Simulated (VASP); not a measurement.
Crystal: Al2O3.

```xyz
10
Lattice="2.4028 1.3873 4.3714 -2.4028 1.3873 4.3714 0.0000 -2.7746 4.3714" Properties=species:S:1:pos:R:3 pbc="T T T"
Al    0.0000    0.0000    8.4962
Al    0.0000    0.0000   11.1752
Al    0.0000    0.0000    1.9391
Al    0.0000    0.0000    4.6181
O     0.9314   -1.3873    5.4643
O     1.6671    0.1129    7.6500
O    -1.6671   -0.1129    5.4643
O     0.7357    1.5002    5.4643
O    -0.7357   -1.5002    7.6500
O    -0.9314    1.3873    7.6500
```

The cell is a database's computed one.

Program: VASP 6.6.1. Alike in all runs: task band structure; no spin polarisation; cell as given; cutoff (eV) 450; smearing gaussian 0.02 eV.

Problem. Order these runs on this cell by their band gap on the k mesh, lowest first.
A. level r2SCAN; potentials or basis VASP PAW PBE potentials, release 64 (Al, O); k mesh 8 × 8 × 8
B. level LDA; potentials or basis VASP PAW LDA potentials, release 64 (Al, O); k mesh 8 × 8 × 8
C. level HSE06; potentials or basis VASP PAW PBE potentials, release 64 (Al, O); k mesh 6 × 6 × 6; grid for exact exchange (PRECFOCK) Fast; screening parameter 0.2 1/A

Solution. B (5.82 eV), A (6.78 eV), C (7.71 eV).

